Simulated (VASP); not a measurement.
Moving spin-orbit coupling in HgAl

The cell as given:

```cif
data_structure
_symmetry_space_group_name_H-M 'F-43m'
_symmetry_Int_Tables_number 216
_cell_length_a 6.1371
_cell_length_b 6.1371
_cell_length_c 6.1371
_cell_angle_alpha 90.000
_cell_angle_beta 90.000
_cell_angle_gamma 90.000
_cell_volume 231.14
loop_
_atom_site_label
_atom_site_type_symbol
_atom_site_symmetry_multiplicity
_atom_site_Wyckoff_symbol
_atom_site_fract_x
_atom_site_fract_y
_atom_site_fract_z
_atom_site_occupancy
Al1 Al 4 a 0.00000 0.00000 0.00000 1
Hg1 Hg 4 c 0.25000 0.25000 0.25000 1
```

The cell comes from a database or a generator and needn't be the stable form of this composition.

Kept alike: task relaxation of cell and atoms; functional PBE; k mesh 6 × 6 × 6; occupations fermi-dirac, width 0.05 eV. Program: VASP, PBE PAW files Al, Hg, 600 eV. The mesh is that of the run's cell of 2 atoms.

| spin-orbit coupling | volume (Å³/atom) |
| --- | --- |
| off | 28.893 |
| on | 28.451 |

Stopped at the starting cell, within the stress tolerance: off. The relaxations keep at least the cell's symmetry (F-43m). For a metal such a mesh leaves the last digits unconverged. Relaxations stop with a little pressure left, so the last digits of a volume or edge aren't settled.

What does spin-orbit coupling change here?

The volume runs from 28.451 (on) to 28.893 Å³/atom (off).
